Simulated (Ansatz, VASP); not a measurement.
# TaN in two plane-wave programs

One calculation is typed for both programs; each brings its own data sets. How far apart do they land? The cell is taken from a series of runs on this material, whose earlier steps may have relaxed, scaled, displaced or heated it; both programs get it as it stands.

Program: Ansatz 0.2.0. Level of theory: plane waves, with VASP 6.6.1 beside it; zone-centre phonons at LDA. Results are calculated unless marked as measured.

**1. The structure**

Symmetry: I4/mmm, No. 139, tetragonal system. Conventional cell: a = 3.094 Å, b = 3.094 Å, c = 4.174 Å, α = 90.00°, β = 90.00°, γ = 90.00°. Nearest to N lie 6 Ta at 2.09 to 2.19 Å. Nearest to Ta lie 6 N at 2.09 to 2.19 Å. Farther neighbours and most contacts between anions are not listed.

**2. Ansatz: zone-centre phonons, LDA, pair 1**

Ansatz runs on its PAW soft_1 files.

Second derivatives magnify differences that forces hide, and they need a tight electronic threshold.

input.yaml reads:

```yaml
crystal:
  lattice:
    - [0.0, 2.1880461767, 2.0868558014]
    - [2.1880461767, 0.0, 2.0868558014]
    - [2.1880461767, 2.1880461767, 0.0]
  atoms:
    - { symbol: "N", position: [0.0, 0.0, 0.0] }
    - { symbol: Ta, position: [0.5, 0.5, 0.5] }
kpoints:
  mp_grid: { grid: [16, 16, 16] }
hamiltonian:
  xc: lda
  pseudopotentials: { kind: paw, azcp: { folder: soft_1 }, xc_functional: pbe }
scf:
  occupations: { method: methfessel_paxton, width: 0.2 }
output:
  eigenvalues: true
phonons:
  method: dfpt
```

On the command line:

```bash
$ ansatz run input.yaml --threads 4 --pin off --max-ram 10240MiB --backend cpu --events-out ev --progress --plain --runs-dir out
```

Numbers of over 12 decimals in the logs are rounded to 6 here.

Log:

```text
zone centre: on kpoints.mp_grid the ground state, and the responses unless they are solved on pairs of k-points, stand on 621 of the mesh's 4096 k-points, reduced under 8 symmetry operations, with k and −k counted as one. Each operation leaves every solved displacement unchanged or reverses it
Engine: ansatz 0.2.0, aarch64-unknown-linux-gnu
Pseudopotentials: kind: paw
Pseudopotential: N, paw, valence charge 5, recommended cutoff 420 eV (normal), soft_1/N.paw.azcp
Pseudopotential: Ta, paw, valence charge 13, recommended cutoff 420 eV (normal), soft_1/Ta.paw.azcp
Functional definition: SPW92
  exchange = slater_x
  correlation = pw_c
Crystal: 2 atoms, lattice volume = 19.982 Å³
Basis set: ecut = 420 eV, 371 PW (Γ), exchange–correlation on 48×48×48 points (8 copies of the dense FFT grid, shifted against one another)
Bands: 13, of which v1, the nominal top of the filled ones, is band 9 counted from 1 (8 counted from 0)
Symmetry: 16 space group operations
k-points: 621 of 4096 (irreducible under 8 space group operations)
Non-local potential: N, projectors of the file, l = 0: 2, l = 1: 2, l = 2: 1
Non-local potential: Ta, projectors of the file, l = 0: 3, l = 1: 2, l = 2: 2, l = 3: 1
PAW form: soft (Blöchl's): semilocal exchange-correlation on the pseudo side does not see the compensation charge
PAW frozen core: N, regenerated for the run's functional, and the local potential with it (the file was generated under x = pbe(κ = 0.804, μ = 0.219515), c = pbe(β = 0.066725))
PAW frozen core: Ta, regenerated for the run's functional, and the local potential with it (the file was generated under x = pbe(κ = 0.804, μ = 0.219515), c = pbe(β = 0.066725))
PAW one-centre angular grid: N, 110 points (default); XC on 64 Gauss nodes
PAW one-centre angular grid: Ta, 590 points (default); XC on 64 Gauss nodes
Initial density: superposition of atomic densities (chi_scale 0.1, normalization cell, long waves kept (reshape's long-wave potential 0.00 eV rms))
Initial wavefunctions: pseudopotential atomic-orbital guess
Functional: x = slater, c = lda
SCF iter   1: F=—  HF=-10059.531325 eV  |F-HF|=—  |Δ(HF+E_count)|=         —  Δρ=5.63e-2  dr2=6.44e-1  ethr=3.10e-3  ⟨swp⟩=5.0  Hψ=86306  notcnv=0
automatic band count: the SCF goes on with 17 bands, as 13 were too few: the levels above may hold too much charge
preconditioner: auto → none  [metal: Δε(μ)=0.015 eV  Ē_g=16.609 eV  σ=0.200 eV  W_gap=0.06  n_scr=8 (ndim 8)  ℏωp=26.3 eV  f_vac=0.000  D(μ)=0.73/eV (n_scr^D=8)  sad-step TF]
SCF iter   2: F=—  HF=-10059.465145 eV  |F-HF|=—  |Δ(HF+E_count)|=   6.62e-2  S|Δr|=    0.00e0  Δρ=3.92e-2  dr2=3.46e-1  ethr=3.10e-3  ⟨swp⟩=1.0  Hψ=15525  notcnv=0  defer=2
SCF iter   3: F=—  HF=-10059.376241 eV  |F-HF|=—  |Δ(HF+E_count)|=   8.89e-2  S|Δr|=    0.00e0  Δρ=3.20e-3  dr2=5.59e-4  ethr=1.92e-3  ⟨swp⟩=2.4  Hψ=14432  notcnv=0  defer=2
SCF iter   4: F=—  HF=-10059.376315 eV  |F-HF|=—  |Δ(HF+E_count)|=   7.44e-5  S|Δr|=    0.00e0  Δρ=6.68e-4  dr2=1.10e-4  ethr=3.11e-6  ⟨swp⟩=2.5  Hψ=19873  notcnv=0  defer=1020
SCF iter   5: F=—  HF=-10059.376287 eV  |F-HF|=—  |Δ(HF+E_count)|=   2.84e-5  S|Δr|=    0.00e0  Δρ=7.37e-5  dr2=8.96e-7  ethr=6.10e-7  ⟨swp⟩=2.6  Hψ=13355  notcnv=0  defer=1020
SCF iter   6: F=—  HF=-10059.376286 eV  |F-HF|=—  |Δ(HF+E_count)|=   6.80e-7  S|Δr|=    0.00e0  Δρ=7.99e-6  dr2=8.49e-9  ethr=4.98e-9  ⟨swp⟩=2.3  Hψ=12862  notcnv=0  defer=1159
SCF iter   7: F=—  HF=-10059.376286 eV  |F-HF|=—  |Δ(HF+E_count)|=   2.01e-9  S|Δr|=    0.00e0  Δρ=1.02e-6  dr2=7.49e-11  ethr=4.72e-11  ⟨swp⟩=2.2  Hψ=14023  notcnv=0  defer=1159
SCF iter   8: F=-10059.376286 eV  HF=-10059.376286 eV  |F-HF|=5.46e-12  |Δ(HF+E_count)|=  5.46e-12  S|Δr|=    0.00e0  Δρ=8.50e-8  dr2=5.23e-13  ethr=1.00e-12  ⟨swp⟩=9.6  Hψ=47988  notcnv=0
SCF 1 converged in 8 iterations: F = -10059.376286 eV  dr2 = 5.23e-13
  greatest PAW one-centre occupation: 0.999 electrons in one spin orbital (limit 2), on the Ta atom at site 1 (counted from 0), in its partial waves of l = 0
DFPT response loops at Γ: preconditioner auto → Kerker (q_TF=auto, 2.681 Å⁻¹) (partly filled bands, converged f_vac=0.000); β = 1.00, the filter's whole step (`scf.mixing.beta` (0.50) is not read by the response loops under this deck's `scf.mixing.preconditioner`; to damp them name `kerker` or `kerker_dos`, under which they read `scf.mixing.beta`, and type it under 1.00, their step now; both keys bind the ground state too); Broyden in place of MSR1
SCF converged after 8 iterations
Stability not checked: this state was not tested for a lower state beside it, because cold or Methfessel-Paxton smearing, or corrected tetrahedra, fill the levels in a way that the test cannot read (fill_not_monotonic; see scf.lower_state_search)
Free energy (F): -10059.376286 eV
Harris-Foulkes:  -10059.376286 eV  (|F-HF|=5.46e-12)
Internal energy: -10059.376312 eV  (E = F + TS)
E sigma→0 (E₀):  -10059.376293 eV
Entropy (-TS):   0.000026 eV (0.013 meV/atom)
Fermi energy:    22.665143 eV
--- Per-component energies (eV) ---
  E_band       = -27.707866
  E_kinetic    = 530.241266
  E_local      = -534.754514  (includes V_loc(G=0)·N_el)
  E_nonlocal   = 30.751885
  E_hartree    = 194.093500
  E_xc         = -380.351979
  E_vxc        = -312.879431  (∫ρ·V_xc dr)
  E_paw        = -8177.175853  (= ΣΔE_a)
  E_vpaw       = -129.255024  (= ΣTr[D̂ρ^β])
  E_aug_tail   = 0.000949  (compensation charges beyond the density's cutoff)
  E_ewald      = -1722.520606
  E_core_change = 0.339041  (= ΣΔE_core)
  E_smearing   = 0.000026  (= −TS)
  E_closure    = -0.000000  (closes the sum)
  Σ components = -10059.376286   (vs F -10059.376286, Δ=0.00e0)
--- Band table (eV; the first three rows and the last of 621) ---
  k-point 0: bands = [... 5 lower, 18.6183, 18.6183, 18.9111, 20.2009, 20.2009, 20.8082, 22.3581, 22.6459, ... 4 higher]
  k-point 1: bands = [... 5 lower, 18.1201, 18.2280, 18.4948, 20.4029, 20.4674, 20.9518, 22.7771, 23.0826, ... 4 higher]
  k-point 2: bands = [... 5 lower, 17.0783, 17.4589, 17.6923, 20.8416, 20.9072, 21.2454, 23.7882, 24.1168, ... 4 higher]
  k-point 620: bands = [... 5 lower, 16.4192, 16.7263, 17.7867, 17.7867, 25.0177, 26.5872, 26.5872, 28.0679, ... 4 higher]
--- Phonons (Γ-DFPT): 4 representative perturbations + reference, on 621 of 4096 k-points (Σ response iterations 12) ---
  k mesh reduced under 8 symmetry operations, with k and −k counted as one. Each operation leaves every solved displacement unchanged or reverses it
  ASR residual: 2.629e-5 → 0.000e0 eV/Å²; symmetrization residual: 1.131e-6 eV/Å²
  ASR residual per site (eV/Å²): 2.63e-5 2.50e-5
  Γ frequencies (cm⁻¹): 0.00 0.00 0.00 385.93 385.93 582.73
  non-analytic LO–TO correction: not included (Born effective charges unavailable; polar crystals: no LO–TO splitting at Γ)
```

(Continued in part 2 of 3.)

[Lines on the potential files, build, host, timing and source positions are cut from VASP's logs without a mark.]

[Logs are printed without paths, hosts, clocks, repeated set-up lines and the standing remarks that a program may print on its own settings, such as how far it seeks lower states.]

[Hosts, paths, dates, database ids (printed as entryN), source tags and the programs' standing remarks are cut or masked in the printed files.]
